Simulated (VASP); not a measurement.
These are PBEsol GGA, VASP's PBE PAW potentials (set 64) (plane waves; VASP) values and carry that method's errors.

VASP input:

KPOINTS:
```
Automatic mesh
0
Gamma
8 8 4
0 0 0
```

POSCAR:
```
ZnS
3.7878620
  0.5000000054  -0.8660254022   0.0000000000
  0.5000000054   0.8660254022   0.0000000000
  0.0000000000   0.0000000000   1.6385034838
Zn S
2 2
Direct
  0.6666670000   0.3333330000   0.5001659862
  0.3333330000   0.6666670000   0.0001659862
  0.6666670000   0.3333330000   0.8748340138
  0.3333330000   0.6666670000   0.3748340138
```

### INCAR
```
SYSTEM=ZnS
PREC=Accurate; ENCUT=520; LREAL=.FALSE.
LASPH=.TRUE.
EDIFF=1E-7; NELM=100; ALGO=Normal
LMAXMIX=4
ISMEAR=-5
GGA=PS
ISIF=2
LWAVE=.FALSE.; LCHARG=.TRUE.; LORBIT=11
NEDOS=601
```

POTCAR, in this order: Zn S (PBE.64 set). Program: vasp_std.

Output

File OSZICAR:
```
       N       E                     dE             d eps       ncg     rms          rms(c)
DAV:   1     0.236145116602E+03    0.23615E+03   -0.17601E+04  1320   0.199E+03
DAV:   2     0.643162802976E+01   -0.22971E+03   -0.22453E+03  1380   0.385E+02
DAV:   3    -0.154792137964E+02   -0.21911E+02   -0.21822E+02  1608   0.120E+02
DAV:   4    -0.159735166423E+02   -0.49430E+00   -0.49385E+00  1512   0.187E+01
DAV:   5    -0.159829336111E+02   -0.94170E-02   -0.94160E-02  1620   0.254E+00    0.102E+01
DAV:   6    -0.151522748077E+02    0.83066E+00   -0.21885E+00  1816   0.477E+01    0.779E+00
DAV:   7    -0.151895654133E+02   -0.37291E-01   -0.20019E+00  1380   0.836E+00    0.326E+00
DAV:   8    -0.151674696979E+02    0.22096E-01   -0.10014E-01  1844   0.457E+00    0.106E+00
DAV:   9    -0.151668877354E+02    0.58196E-03   -0.24491E-02  1836   0.270E+00    0.261E-01
DAV:  10    -0.151670058632E+02   -0.11813E-03   -0.12436E-03  1528   0.412E-01    0.191E-01
DAV:  11    -0.151671263517E+02   -0.12049E-03   -0.20669E-04  1548   0.216E-01    0.651E-02
DAV:  12    -0.151671314920E+02   -0.51403E-05   -0.57578E-05  1602   0.103E-01    0.229E-02
DAV:  13    -0.151671324566E+02   -0.96463E-06   -0.40022E-06  1566   0.171E-02    0.119E-02
DAV:  14    -0.151671333544E+02   -0.89780E-06   -0.17947E-06  1712   0.225E-02    0.449E-03
DAV:  15    -0.151671331789E+02    0.17551E-06   -0.45046E-07  1450   0.133E-02    0.198E-03
DAV:  16    -0.151671331670E+02    0.11931E-07   -0.82079E-08   864   0.202E-03
   1 F= -.15167133E+02 E0= -.15167133E+02  d E =0.000000E+00
```

OUTCAR:
```
------------------------ aborting loop because EDIFF is reached ----------------------------------------
  FORCE on cell =-STRESS in cart. coord.  units (eV):
  Direction    XX          YY          ZZ          XY          YZ          ZX
  --------------------------------------------------------------------------------------
  Total       -0.0312474     -0.0312474      0.0269818      0.0000000      0.0000000     -0.0000000
  in kB       -0.6491775     -0.6491775      0.5605590      0.0000000      0.0000000     -0.0000000
  external PRESSURE =      -0.2459320 kB  Pullay stress =       0.0000000 kB
  volume of cell :       77.12
      direct lattice vectors                 reciprocal lattice vectors
     1.893931020 -3.280384712  0.000000000     0.264001167 -0.152421147  0.000000000
     1.893931020  3.280384712  0.000000000     0.264001167  0.152421147  0.000000000
     0.000000000  0.000000000  6.206425083     0.000000000  0.000000000  0.161123350
  FREE ENERGIE OF THE ION-ELECTRON SYSTEM (eV)
  ---------------------------------------------------
  free  energy   TOTEN  =       -15.1671331670 eV

  energy  without entropy=      -15.1671331670  energy(sigma->0) =      -15.16713317

 total charge

# of ion       s       p       d       tot
------------------------------------------
    1        0.530   0.501   9.801  10.833
    2        0.530   0.501   9.801  10.833
    3        1.308   2.423   0.000   3.731
    4        1.308   2.423   0.000   3.731
--------------------------------------------------
tot          3.677   5.848  19.603  29.127
```
(Selected blocks of OUTCAR.)

The compound is ZnS in the wurtzite structure, the high-temperature form. It was relaxed first.
